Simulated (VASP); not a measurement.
VASP ran on this input.

**INCAR**
```
ALGO  =  Normal
EDIFF  =  1E-6
ENCUT  =  300
GGA  =  PE
ISIF  =  2
ISMEAR  =  0
LASPH  =  .True.
LCHARG  =  .False.
LMAXMIX  =  4
LREAL  =  .False.
LWAVE  =  .False.
NELM  =  100
PREC  =  Accurate
SIGMA  =  0.136
SYSTEM  =  As
```

### POSCAR
```
As
4.2920470
  0.4374159929   0.2525422019   0.8630699990
 -0.4374159929   0.2525422019   0.8630699990
  0.0000000000  -0.5050844038   0.8630699990
As
2
Cart
  0.0021065954  -0.0103921116   0.5868220060
 -0.0021065954   0.0103921116   2.0023879910
```

File KPOINTS:
```
Regular mesh
0
Gamma
 7 7 7
```

POTCAR, in this order: As (PBE.64 set). Program: vasp_std.

### Question
Write an equivalent input for Quantum ESPRESSO's pw.x.

### Answer
One equivalent input (not run):
```
&CONTROL
  calculation = 'scf'
  pseudo_dir = './pseudo'
  outdir = './out'
  tprnfor = .true.
  tstress = .true.
/
&SYSTEM
  ibrav = 0
  nat = 2
  ntyp = 1
  ecutwfc = 84
  occupations = 'smearing'
  smearing = 'gaussian'
  degauss = 0.009996
  input_dft = 'pbe'
/
&ELECTRONS
  conv_thr = 7.3e-08
  electron_maxstep = 100
/
ATOMIC_SPECIES
  As 74.922 As.upf
CELL_PARAMETERS angstrom
     1.8774100    1.0839230    3.7043370
    -1.8774100    1.0839230    3.7043370
     0.0000000   -2.1678460    3.7043370
ATOMIC_POSITIONS crystal
  As   0.2221910  0.2173750  0.2403580
  As   0.7778090  0.7826250  0.7596420
K_POINTS automatic
  7 7 7 0 0 0
```
The two are equivalent in intent, not identical: the potentials are each code's own (VASP's PAW set, PseudoDojo norm-conserving files in pw.x), so ENCUT and ecutwfc are chosen apart and not converted; conv_thr bounds pw.x's estimated SCF error, while EDIFF bounds the energy change between steps.

The structure comes from a computed database's As entry; how it stands against other phases isn't given here. The cell was not relaxed at this level, atoms are displaced from their ideal sites.
